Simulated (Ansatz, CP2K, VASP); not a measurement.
K2CuBr2F2: programs and potentials compared

```
Br Cu K F
1.0
     5.02931    0.00000    0.00000
     0.00000    5.02931    0.00000
     0.00000    0.00000    6.63486
Br Cu K F
2 1 2 2
Direct
  0.50000 0.00000 0.00000
  0.00000 0.50000 0.00000
  0.00000 0.00000 0.00000
  0.50000 0.00000 0.50000
  0.00000 0.50000 0.50000
  0.50000 0.50000 0.50000
  0.00000 0.00000 0.50000
```

The cell comes from a database or a generator and needn't be the stable form of this composition.

Alike in all runs: task single point; functional PBE; k mesh 5 × 5 × 4; occupations gaussian, width 0.1 eV; no spin polarisation; no spin-orbit coupling. Pressure is positive in compression and, in plane waves, holds the error of the finite cutoff, which Ansatz's Pulay term estimates and takes out.

| program and potentials | plane-wave cutoff (eV) | notes | pressure (GPa) |
| --- | --- | --- | --- |
| Ansatz, Ansatz PAW | 420 | 9.29 valence electrons an atom on average; Pulay term of +0.16 GPa included | 0.91 |
| VASP, PBE PAW files Br, Cu, F, K_sv, release 54, 520 eV | 520 | 8.14 valence electrons an atom on average | 0.99 |
| CP2K, POTENTIAL_UZH Br GTH-PBE-q7, Cu GTH-PBE-q11, K GTH-PBE-q9, F GTH-PBE-q7; TZVP-MOLOPT-PBE-GTH basis | - | atomic basis; 8.14 valence electrons an atom on average | 1.13 |

The pressure spans 0.91 (Ansatz, Ansatz PAW) to 1.13 GPa (CP2K, POTENTIAL_UZH Br GTH-PBE-q7, Cu GTH-PBE-q11, K GTH-PBE-q9, F GTH-PBE-q7; TZVP-MOLOPT-PBE-GTH basis). Rows in atomic bases carry the error of their basis and grid, which can be large.

The functional is the same throughout but for its coding, so the spread measures potentials, basis and numerics; runs on potential files found faulty are left out.
